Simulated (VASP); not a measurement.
Given:

```xyz
2
Lattice="0.0000 1.7835 1.7835 1.7835 0.0000 1.7835 1.7835 1.7835 0.0000" Properties=species:S:1:pos:R:3 pbc="T T T"
C      0.0000     0.0000     0.0000
C      0.8918     0.8918     0.8918
```

Method: G0W0 on PBE orbitals, VASP's PBE PAW potentials (set 64) (plane waves; VASP 6.6.1). Numerical set-up: PREC = Normal, 500 eV cut-off, 4×4×4 Γ-centred mesh, Gaussian smearing of 0.010 eV, potentials C_GW_new.

The mesh is coarse and the basis finite, so the quasiparticle values are not converged.

NBANDS = 160, ENCUTGW = 200 eV, NOMEGA = 64. The PBE levels (eV) that the step starts from are:

| state | KS energy | filling |
|---|---|---|
| k1 (0.00, 0.00, 0.00), band 1 | -8.77 | 2 |
| k1 (0.00, 0.00, 0.00), band 2 | 12.71 | 2 |
| k1 (0.00, 0.00, 0.00), band 3 | 12.71 | 2 |
| k1 (0.00, 0.00, 0.00), band 4 | 12.71 | 2 |
| k1 (0.00, 0.00, 0.00), band 5 | 18.31 | 0 |
| k1 (0.00, 0.00, 0.00), band 6 | 18.31 | 0 |
| k1 (0.00, 0.00, 0.00), band 7 | 18.31 | 0 |
| k1 (0.00, 0.00, 0.00), band 8 | 26.07 | 0 |
| k5 (0.50, 0.25, 0.00), band 1 | -2.74 | 2 |
| k5 (0.50, 0.25, 0.00), band 2 | 1.93 | 2 |
| k5 (0.50, 0.25, 0.00), band 3 | 5.97 | 2 |
| k5 (0.50, 0.25, 0.00), band 4 | 7.84 | 2 |
| k5 (0.50, 0.25, 0.00), band 5 | 18.78 | 0 |
| k5 (0.50, 0.25, 0.00), band 6 | 24.15 | 0 |
| k5 (0.50, 0.25, 0.00), band 7 | 25.54 | 0 |
| k5 (0.50, 0.25, 0.00), band 8 | 26.06 | 0 |
| k8 (-0.25, 0.50, 0.25), band 1 | 0.74 | 2 |
| k8 (-0.25, 0.50, 0.25), band 2 | 0.74 | 2 |
| k8 (-0.25, 0.50, 0.25), band 3 | 4.39 | 2 |
| k8 (-0.25, 0.50, 0.25), band 4 | 4.39 | 2 |
| k8 (-0.25, 0.50, 0.25), band 5 | 23.34 | 0 |
| k8 (-0.25, 0.50, 0.25), band 6 | 23.34 | 0 |
| k8 (-0.25, 0.50, 0.25), band 7 | 25.05 | 0 |
| k8 (-0.25, 0.50, 0.25), band 8 | 25.05 | 0 |

Task: Give the quasiparticle energies and renormalisation factors Z.

Result: 
```json
[
 {"state": "k1 (0.00, 0.00, 0.00), band 1", "QP energy (eV)": "-10.45", "Z": "0.77"},
 {"state": "k1 (0.00, 0.00, 0.00), band 2", "QP energy (eV)": "11.88", "Z": "0.82"},
 {"state": "k1 (0.00, 0.00, 0.00), band 3", "QP energy (eV)": "11.88", "Z": "0.82"},
 {"state": "k1 (0.00, 0.00, 0.00), band 4", "QP energy (eV)": "11.88", "Z": "0.82"},
 {"state": "k1 (0.00, 0.00, 0.00), band 5", "QP energy (eV)": "19.15", "Z": "0.82"},
 {"state": "k1 (0.00, 0.00, 0.00), band 6", "QP energy (eV)": "19.15", "Z": "0.82"},
 {"state": "k1 (0.00, 0.00, 0.00), band 7", "QP energy (eV)": "19.15", "Z": "0.82"},
 {"state": "k1 (0.00, 0.00, 0.00), band 8", "QP energy (eV)": "26.78", "Z": "0.77"},
 {"state": "k5 (0.50, 0.25, 0.00), band 1", "QP energy (eV)": "-4.25", "Z": "0.75"},
 {"state": "k5 (0.50, 0.25, 0.00), band 2", "QP energy (eV)": "0.55", "Z": "0.77"},
 {"state": "k5 (0.50, 0.25, 0.00), band 3", "QP energy (eV)": "4.75", "Z": "0.79"},
 {"state": "k5 (0.50, 0.25, 0.00), band 4", "QP energy (eV)": "6.73", "Z": "0.80"},
 {"state": "k5 (0.50, 0.25, 0.00), band 5", "QP energy (eV)": "19.32", "Z": "0.82"},
 {"state": "k5 (0.50, 0.25, 0.00), band 6", "QP energy (eV)": "24.89", "Z": "0.80"},
 {"state": "k5 (0.50, 0.25, 0.00), band 7", "QP energy (eV)": "26.60", "Z": "0.78"},
 {"state": "k5 (0.50, 0.25, 0.00), band 8", "QP energy (eV)": "26.98", "Z": "0.78"},
 {"state": "k8 (-0.25, 0.50, 0.25), band 1", "QP energy (eV)": "-0.74", "Z": "0.76"},
 {"state": "k8 (-0.25, 0.50, 0.25), band 2", "QP energy (eV)": "-0.74", "Z": "0.76"},
 {"state": "k8 (-0.25, 0.50, 0.25), band 3", "QP energy (eV)": "3.15", "Z": "0.79"},
 {"state": "k8 (-0.25, 0.50, 0.25), band 4", "QP energy (eV)": "3.15", "Z": "0.79"},
 {"state": "k8 (-0.25, 0.50, 0.25), band 5", "QP energy (eV)": "24.02", "Z": "0.81"},
 {"state": "k8 (-0.25, 0.50, 0.25), band 6", "QP energy (eV)": "24.02", "Z": "0.81"},
 {"state": "k8 (-0.25, 0.50, 0.25), band 7", "QP energy (eV)": "26.00", "Z": "0.78"},
 {"state": "k8 (-0.25, 0.50, 0.25), band 8", "QP energy (eV)": "26.00", "Z": "0.78"}
]
```
On the mesh the gap opens from 4.44 to 5.84 eV.

The compound is C in the diamond structure. The cell was not relaxed at this level. The k-mesh is coarse (spacing up to 0.76 per Å, 2π included), so the numbers may not be converged in it.
